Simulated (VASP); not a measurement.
Given:

```xyz
3
Lattice="0.0000 2.6922 2.6922 2.6922 0.0000 2.6922 2.6922 2.6922 0.0000" Properties=species:S:1:pos:R:3 pbc="T T T"
Si     1.3461     1.3461     1.3461
Si     4.0383     4.0383     4.0383
Ni     0.0000     0.0000     0.0000
```

All values below come from r2SCAN meta-GGA, VASP's PBE PAW potentials (set 64) (plane waves; VASP). Settings: PREC = Normal, EDIFF = 1E-5, 400 eV cut-off, 13×13×13 Γ-centred mesh, first-order Methfessel-Paxton smearing of 0.10 eV, potentials Si Ni.

Question: Estimate the energy per atom (σ→0), band gap (on the k-mesh) with the smallest direct gap where there is one.

Answer: 
```json
{
 "band gap (on the k-mesh)": "none (metal, semimetal or under 0.01 eV)",
 "energy per atom (σ→0)": "-10.177 eV/atom"
}
```

Only differences to runs with the same potentials and settings are physical.

The compound is NiSi2 in the fluorite structure. It was relaxed first. The run is not spin-polarised, so no magnetic state was tried.
